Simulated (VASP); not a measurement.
Computed with r2SCAN meta-GGA, VASP's PBE PAW potentials (set 64) (plane waves; VASP 6.6.1).

VASP input:

### INCAR
```
SYSTEM = WP
PREC = Accurate
ENCUT = 400
EDIFF = 1E-7
NELM = 100
ALGO = Normal
LREAL = .FALSE.
LASPH = .TRUE.
ISMEAR = -5
METAGGA = R2SCAN
LMIXTAU = .TRUE.
LMAXMIX = 6
LWAVE = .FALSE.
LCHARG = .FALSE.
LORBIT = 11
NEDOS = 601
ISIF = 2
```

**KPOINTS**
```
kpoints
0
gamma
 14 14 14
0 0 0
```

### POSCAR
```
WP
2.4721420
  0.0000000000   0.9999999335   0.9999999335
  0.9999999335   0.0000000000   0.9999999335
  0.9999999335   0.9999999335   0.0000000000
W P
1 1
Cart
  0.0000000000   0.0000000000   0.0000000000
  0.9999999335   0.9999999335   0.9999999335
```

**KPOINTS_OPT**
```
k-points along high-symmetry lines
10
Line-mode
Reciprocal
  0.000000   0.000000   0.000000 ! GAMMA
  0.500000   0.000000   0.500000 ! X

  0.500000   0.000000   0.500000 ! X
  0.625000   0.250000   0.625000 ! U

  0.375000   0.375000   0.750000 ! K
  0.000000   0.000000   0.000000 ! GAMMA

  0.000000   0.000000   0.000000 ! GAMMA
  0.500000   0.500000   0.500000 ! L

  0.500000   0.500000   0.500000 ! L
  0.500000   0.250000   0.750000 ! W

  0.500000   0.250000   0.750000 ! W
  0.500000   0.000000   0.500000 ! X
```

POTCAR, in this order: W_sv P (PBE.64 set). Program: vasp_std.

Output

**OSZICAR**
```
       N       E                     dE             d eps       ncg     rms          rms(c)
DAV:   1     0.605279838886E+02    0.60528E+02   -0.86195E+03  2712   0.127E+03
DAV:   2    -0.613326337191E+02   -0.12186E+03   -0.11942E+03  3149   0.340E+02
DAV:   3    -0.649870476941E+02   -0.36544E+01   -0.35964E+01  3292   0.542E+01
DAV:   4    -0.650228414211E+02   -0.35794E-01   -0.35956E-01  2969   0.584E+00
DAV:   5    -0.650232885905E+02   -0.44717E-03   -0.44726E-03  3272   0.661E-01    0.239E+01
DAV:   6    -0.592153447907E+02    0.58079E+01   -0.56272E+00  2994   0.263E+01    0.611E+00
DAV:   7    -0.593958849956E+02   -0.18054E+00   -0.28249E-01  2924   0.535E+00    0.434E+00
DAV:   8    -0.593765882794E+02    0.19297E-01   -0.24034E-01  2854   0.443E+00    0.662E-01
DAV:   9    -0.594056086321E+02   -0.29020E-01   -0.15675E-01  2789   0.362E+00    0.385E-01
DAV:  10    -0.594391368563E+02   -0.33528E-01   -0.22110E-02  2739   0.116E+00    0.215E-01
DAV:  11    -0.594381454260E+02    0.99143E-03   -0.80151E-03  2984   0.779E-01    0.132E-01
DAV:  12    -0.594402269576E+02   -0.20815E-02   -0.15685E-03  2794   0.370E-01    0.254E-02
DAV:  13    -0.594404716634E+02   -0.24471E-03   -0.19710E-04  3054   0.146E-01    0.101E-02
DAV:  14    -0.594404941806E+02   -0.22517E-04   -0.70717E-06  3079   0.232E-02    0.973E-03
DAV:  15    -0.594405030401E+02   -0.88595E-05   -0.39975E-06  3019   0.186E-02    0.488E-03
DAV:  16    -0.594405050322E+02   -0.19921E-05   -0.17079E-06  2864   0.138E-02    0.979E-04
DAV:  17    -0.594405058700E+02   -0.83775E-06   -0.16546E-07  2087   0.357E-03    0.108E-03
DAV:  18    -0.594405055937E+02    0.27629E-06   -0.16408E-08  1397   0.836E-04    0.816E-04
DAV:  19    -0.594405053123E+02    0.28136E-06   -0.27001E-08  1377   0.111E-03    0.191E-04
DAV:  20    -0.594405052682E+02    0.44154E-07   -0.47143E-09  1372   0.570E-04
   1 F= -.59440505E+02 E0= -.59440505E+02  d E =0.000000E+00
       N       E                     dE             ncg
```

File OUTCAR:
```
------------------------ aborting loop because EDIFF is reached ----------------------------------------
  FORCE on cell =-STRESS in cart. coord.  units (eV):
  Direction    XX          YY          ZZ          XY          YZ          ZX
  --------------------------------------------------------------------------------------
  Total       -0.0354935     -0.0354935     -0.0354935      0.0000000     -0.0000000      0.0000000
  in kB       -1.8819551     -1.8819551     -1.8819551      0.0000000     -0.0000000      0.0000000
  external PRESSURE =      -1.8819551 kB  Pullay stress =       0.0000000 kB
  volume of cell :       30.22
      direct lattice vectors                 reciprocal lattice vectors
     0.000000000  2.472141836  2.472141836    -0.202253767  0.202253767  0.202253767
     2.472141836  0.000000000  2.472141836     0.202253767 -0.202253767  0.202253767
     2.472141836  2.472141836  0.000000000     0.202253767  0.202253767 -0.202253767
 POSITION                                       TOTAL-FORCE (eV/Angst)
 -----------------------------------------------------------------------------------
      0.00000      0.00000      0.00000        -0.000000     -0.000000      0.000000
      2.47214      2.47214      2.47214         0.000000      0.000000     -0.000000
 -----------------------------------------------------------------------------------
    total drift:                                0.000000     -0.000000     -0.000000
  FREE ENERGIE OF THE ION-ELECTRON SYSTEM (eV)
  ---------------------------------------------------
  free  energy   TOTEN  =       -59.4405052682 eV

  energy  without entropy=      -59.4405052682  energy(sigma->0) =      -59.44050527

 total charge

# of ion       s       p       d       tot
------------------------------------------
    1        2.293   6.233   3.498  12.025
    2        0.999   1.566   0.000   2.566
--------------------------------------------------
tot          3.293   7.800   3.498  14.590
```
(Selected blocks of OUTCAR.)

For a metal the tetrahedron method with Blöchl corrections gives inexact stress and forces.

The structure was generated: WP was put into the rock salt type (Fm-3m), which need not be its known phase. It was relaxed first, which changed the volume by -38 %. The electron count is odd and the run is not spin-polarised, which forces a metal. VASP warned that the highest band is occupied, so more bands are needed.
